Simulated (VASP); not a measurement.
VASP, PAW. Band gap of GaN (zinc blende) (no spin-orbit coupling).  The mesh is coarse and the basis finite, so the quasiparticle values are not converged.

```csv
level,band gap (eV)
G0W0@PBE (starting cell),2.77
PBE-D3(BJ) (own cell),1.68
```

### Question
Estimate the band gap from r2SCAN+rVV10 (own cell), rev-vdW-DF2 (own cell), revTPSS (own cell).

### Answer

The r2SCAN+rVV10 (own cell) is 2.13 eV and the rev-vdW-DF2 (own cell) is 1.64 eV. The revTPSS (own cell) is 1.52 eV.

Only levels that ran to the end are used. Left out are those held back, those with too coarse a band path, GW runs whose mesh misses a band edge, hybrids' fits of cells that aren't cubic and levels without matching references; a question may draw on a part of the rest.

The compound is GaN in the zinc blende structure, a metastable form; wurtzite is the usual one.
